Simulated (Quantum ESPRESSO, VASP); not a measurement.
## SnO2 (P4_2/mnm, 6 atoms in the cell) computed with different codes at matched settings

Self-consistent single point.

```
SnO2
1.0
    4.74000     0.00000     0.00000
    0.00000     4.74000     0.00000
    0.00000     0.00000     3.19000
Sn O
2 4
Direct
  0.00000   0.00000   0.00000
  0.50000   0.50000   0.50000
  0.30700   0.30700   0.00000
  0.80700   0.19300   0.50000
  0.19300   0.80700   0.50000
  0.69300   0.69300   0.00000
```

All programs got the same cell, k-point mesh and kind of occupations (in VASP's words: KPOINTS grid = 4 4 5; KPOINTS shift = 0 0 0; ISMEAR = -1; SIGMA = 0.01 eV); potentials, basis and cutoffs are each program's usual ones.

```json
[
 {"code": "VASP", "model": "PBE, VASP's PBE PAW potentials (set 64)", "pressure (GPa)": "5.78", "largest force (eV/Å)": "0.279", "gap on the mesh (eV)": "1.242", "cutoff": "400 eV"},
 {"code": "Quantum ESPRESSO", "model": "PBE, GBRV 1.5 ultrasoft (PBE) pseudopotentials", "pressure (GPa)": "10.97", "largest force (eV/Å)": "0.252", "gap on the mesh (eV)": "1.264", "cutoff": "40 Ry"}
]
```

Gaps are read on the mesh.

The spread over the programs that give each value: pressure within 5.19 GPa; largest force within 0.027 eV/Å; gap on the mesh within 0.022 eV.

The starting cell has typed, rounded lattice constants, without a prior relaxation at this level. On VASP's run: With a pressure of about 6 GPa the cell is away from its equilibrium volume at this level.

### Question
Why do the programs differ, and what cannot be compared?

### Answer
Differences of this kind can come from the potentials, where these differ, and from what each basis and cutoff leave unconverged. The zero of total energies and Fermi levels follows the potentials and each program's conventions, so they are not compared here.

VASP's run is marked for a possible Pulay error in its stress at this cutoff; no cutoff test was made.

Left out of this page: Ansatz, GPAW, CP2K, Elk, FLEUR and SIESTA (not drawn, or without a comparable value); ABINIT (with a known weakness of the program).
